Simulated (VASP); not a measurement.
```yaml
crystal:
  lattice:
    - [0.00000, 2.70708, 2.70708]
    - [2.70708, 0.00000, 2.70708]
    - [2.70708, 2.70708, 0.00000]
  atoms:
    - { symbol: Li, position: [0.00000, 0.00000, 0.00000] }
    - { symbol: Br, position: [0.50000, 0.50000, 0.50000] }
```

Computed with PBEsol GGA, VASP's PBE PAW potentials (set 64) (plane waves; VASP). Settings: PREC = Normal, EDIFF = 1E-5, 450 eV cut-off, 9×9×9 Γ-centred mesh, Gaussian smearing of 0.050 eV, potentials Li_sv Br.

**Question.** Predict the energy per atom (σ→0), band gap (on the k-mesh) with the smallest direct gap where there is one.

**Answer.** 
The band gap (on the k-mesh) is 5.01 eV, the smallest direct gap (on the k-mesh) is 5.01 eV and the energy per atom (σ→0) is -3.472 eV/atom.

Total energies compare only between runs with the same potentials, cut-off and functional.

The compound is LiBr in the rock salt structure. It was relaxed first.
